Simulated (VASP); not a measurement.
Data:

```xyz
6
Lattice="4.4966 0.0000 0.0000 0.0000 4.4966 0.0000 0.0000 0.0000 3.1781" Properties=species:S:1:pos:R:3 pbc="T T T"
Ir     4.4966     0.0000     0.0000
Ir     2.2483     2.2483     1.5890
O      1.3886     1.3886     3.1781
O      3.6369     0.8597     1.5890
O      0.8597     3.6369     1.5890
O      3.1080     3.1080     0.0000
```

All values below come from vdW-DF-cx, VASP's PBE PAW potentials (set 64) (plane waves; VASP). Settings: 520 eV cut-off, Gaussian smearing of 0.050 eV, potentials Ir O.

Unless said otherwise, spin-orbit coupling is left out, though it shifts the bands of the heavy elements here.

### Question
Predict the band gap (along the path) with the smallest direct gap where there is one.

### Answer

```yaml
band gap (along the path): none (metal, semimetal or under 0.01 eV)
```

Total energies compare only between runs with the same potentials, cut-off and functional.

The compound is IrO2 in the rutile structure. It was relaxed first.
